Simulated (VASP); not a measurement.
Here is the system:

```
CELL_PARAMETERS angstrom
      0.00000     2.47204     2.47204
      2.47204     0.00000     2.47204
      2.47204     2.47204     0.00000
ATOMIC_POSITIONS crystal
  Y  0.00000 0.00000 0.00000
  N  0.50000 0.50000 0.50000
```

Level of theory: revTPSS meta-GGA, VASP's PBE PAW potentials (set 64) (plane waves; VASP 6.6.1). Run with 520 eV cut-off, 9×9×9 Γ-centred mesh, Gaussian smearing of 0.050 eV, potentials Y_sv N.

### Question
Give the stress tensor in GPa (positive for a compressed cell).

### Answer

```
-4.59   0.00   0.00
 0.00  -4.59   0.00
 0.00   0.00  -4.59
```
The pressure is its mean diagonal, -4.59 GPa.

The compound is YN in the rock salt structure. This cell is one point of a volume scan, at 1.03 of the reference volume.
